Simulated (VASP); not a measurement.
**Cu₃N (space group Pm-3m): computed properties**

Calculation: PBEsol GGA, VASP's PBE PAW potentials (set 64) (plane waves; VASP).

```yaml
space_group: Pm-3m (221)
cell: a = b = c = 3.770 Å, α = β = γ = 90.00°
volume_per_atom: 13.40 Å³/atom
band gap (over mesh and band path): 0.05 eV
smallest direct gap (over mesh and band path): 0.60 eV
band_edge_character: indirect, R to M
density: 6.34 g/cm³
optical Γ-point spectrum: 91 (×3), 151 (×3), 674 (×3) cm⁻¹
```

```cif
data_Cu3N
_chemical_formula_sum 'Cu3 N1'
_space_group_name_H-M_alt 'P 1'
_space_group_IT_number 1
_cell_length_a 3.77001
_cell_length_b 3.77001
_cell_length_c 3.77001
_cell_angle_alpha 90.000
_cell_angle_beta 90.000
_cell_angle_gamma 90.000
loop_
_space_group_symop_operation_xyz
  'x, y, z'
loop_
_atom_site_label
_atom_site_type_symbol
_atom_site_fract_x
_atom_site_fract_y
_atom_site_fract_z
_atom_site_occupancy
Cu1 Cu 0.00000 0.00000 0.50000 1
Cu2 Cu 0.50000 0.00000 0.00000 1
Cu3 Cu 0.00000 0.50000 0.00000 1
N1 N 0.00000 0.00000 0.00000 1
```

The structure comes from a computed database's Cu3N entry (Pm-3m); how it stands against other phases isn't given here. It was relaxed first. Symmetry was kept, so distortions that lower it aren't found.
